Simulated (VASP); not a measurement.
Method: PBEsol GGA, VASP's PBE PAW potentials (set 64) (plane waves; VASP).

VASP ran on this input.

POSCAR:
```
FeSi
1
    4.2624722613     0.0000000000     0.0000000000
    0.0000000000     4.2624722613     0.0000000000
    0.0000000000     0.0000000000     4.2624722613
Fe Si
4 4
Direct
  0.8593473917   0.6406526083   0.3593473917
  0.3593473917   0.8593473917   0.6406526083
  0.1406526083   0.1406526083   0.1406526083
  0.6406526083   0.3593473917   0.8593473917
  0.1573742931   0.3426257069   0.6573742931
  0.6573742931   0.1573742931   0.3426257069
  0.8426257069   0.8426257069   0.8426257069
  0.3426257069   0.6573742931   0.1573742931
```

**KPOINTS**
```
Automatic
0
gamma
 5 5 5
0 0 0
```

INCAR:
```
NSW = 40   ! most ionic steps
LCHARG = .FALSE.
IBRION = 2
LMAXMIX = 4   ! l cut-off of mixed one-centre charges
SIGMA = 0.05   ! width (eV)
LREAL = .FALSE.
SYSTEM = FeSi
GGA = PS
ISIF = 3   ! ions, shape and volume
PSTRESS = 450   ! kbar
NELM = 100   ! most electronic steps
ENCUT = 500   ! plane-wave cut-off (eV)
ISMEAR = 0   ! Gaussian
PREC = Accurate
LWAVE = .FALSE.
LASPH = .TRUE.   ! aspherical one-centre terms
ALGO = Normal   ! blocked Davidson
EDIFF = 1E-6   ! SCF stop (eV)
EDIFFG = -0.02
```

POTCAR, in this order: Fe Si (PBE.64 set). Program: vasp_std.

Energy and stress use the plane-wave basis of the starting cell.

Question: Predict the energy per atom (σ→0), volume per atom.

Answer: 
| Quantity | Value |
|---|---|
| energy per atom (σ→0) | -7.808 eV/atom |
| volume per atom | 9.33 Å³/atom |

File OSZICAR:
```
...
DAV:   6    -0.624631196549E+02   -0.47647E-07   -0.26053E-06   508   0.171E-02
   6 F= -.41507743E+02 E0= -.41507510E+02  d E =-.238096E-02
       N       E                     dE             d eps       ncg     rms          rms(c)
DAV:   1    -0.624612328217E+02    0.18868E-02   -0.12802E-02   638   0.649E-01    0.245E-02
DAV:   2    -0.624612507142E+02   -0.17893E-04   -0.22436E-04   883   0.134E-01    0.164E-02
DAV:   3    -0.624612481427E+02    0.25716E-05   -0.54635E-06   701   0.207E-02    0.742E-03
DAV:   4    -0.624612478227E+02    0.32003E-06   -0.54303E-06   603   0.296E-02
   7 F= -.41507790E+02 E0= -.41507548E+02  d E =-.242837E-02
```

The compound is FeSi in the B20 structure. This run relaxes it under an external pressure of 45 GPa. Symmetry was kept, so distortions that lower it aren't found. The run is not spin-polarised, so no magnetic state was tried.
